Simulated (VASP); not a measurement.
Consider the following.

```xyz
4
Lattice="2.3024 -3.9878 0.0000 2.3024 3.9878 0.0000 0.0000 0.0000 7.5212" Properties=species:S:1:pos:R:3 pbc="T T T"
Ag     2.3024    -1.3293     3.7614
Ag     2.3024     1.3293     0.0009
I      2.3024    -1.3293     6.5802
I      2.3024     1.3293     2.8196
```

Level of theory: PBE GGA, VASP's PBE PAW potentials (set 64) (plane waves; VASP). Numerical set-up: 480 eV cut-off, 6×6×4 Γ-centred mesh, Gaussian smearing of 0.050 eV, potentials Ag I.

Unless said otherwise, spin-orbit coupling is left out, though it shifts the bands of the heavy elements here.

Q: Predict the energy per atom (σ→0), pressure, band gap (on the k-mesh) with the smallest direct gap where there is one.

A: 
```yaml
band gap (on the k-mesh): 1.37 eV
smallest direct gap (on the k-mesh): 1.37 eV
energy per atom (σ→0): -2.387 eV/atom
pressure: 1.55 GPa
```

The compound is AgI in the wurtzite structure. This cell was strained or had an atom moved on purpose.
